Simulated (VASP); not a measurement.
Calculation: PBE GGA with D3 dispersion (Becke-Johnson damping), VASP's PBE PAW potentials (set 64) (plane waves; VASP).

A VASP calculation is set up with these files.

**POSCAR**
```
PbSe
1
    0.0000000000     3.1258606956     3.1258606956
    3.1258606956     0.0000000000     3.1258606956
    3.1258606956     3.1258606956     0.0000000000
Pb Se
1 1
Direct
  0.0000000000   0.0000000000   0.0000000000
  0.5000000000   0.5000000000   0.5000000000
```

**INCAR**
```
# general
SYSTEM  = PbSe
PREC    = Accurate
ENCUT   = 520
LREAL   = .FALSE.
LASPH   = .TRUE.

# electronic loop
EDIFF   = 1E-7
NELM    = 100
ALGO    = Normal
LMAXMIX = 4

# smearing
ISMEAR  = 0
SIGMA   = 0.05

# functional
GGA     = PE
IVDW    = 12

# ions
ISIF    = 2

# output
LWAVE   = .FALSE.
LCHARG  = .FALSE.
```

**KPOINTS**
```
K-points
0
gamma
8 8 8
0 0 0
```

POTCAR, in this order: Pb_d Se (PBE.64 set). Program: vasp_std.

Unless said otherwise, spin-orbit coupling is left out, though it shifts the bands of the heavy elements here.

Problem. What does the run give for the energy per atom (σ→0), dispersion energy, pressure, band gap (on the k-mesh)?

Solution. 
```
Item                                       Value
------------------------  ----------------------
energy per atom (σ→0)     -428.8 kJ/mol of atoms
dispersion energy                      -0.691 eV
band gap (on the k-mesh)                 0.48 eV
pressure                               -2.50 GPa
```

**OSZICAR**
```
...
DAV:   7    -0.819321620975E+01    0.36641E-02   -0.13557E-01   912   0.200E+00    0.833E-01
DAV:   8    -0.819700730496E+01   -0.37911E-02   -0.15476E-02   884   0.158E+00    0.182E-01
DAV:   9    -0.819644601175E+01    0.56129E-03   -0.28941E-03  1192   0.578E-01    0.675E-02
DAV:  10    -0.819655247692E+01   -0.10647E-03   -0.26258E-04   878   0.133E-01    0.215E-02
DAV:  11    -0.819655965774E+01   -0.71808E-05   -0.69807E-05  1000   0.957E-02    0.494E-03
DAV:  12    -0.819656005225E+01   -0.39451E-06   -0.40500E-06  1022   0.165E-02    0.188E-03
DAV:  13    -0.819656009587E+01   -0.43626E-07   -0.50222E-07   872   0.473E-03
   1 F= -.88875099E+01 E0= -.88875099E+01  d E =-.127327E-12
```

The compound is PbSe in the rock salt structure. This cell is one point of a volume scan, at 1.06 of the reference volume.
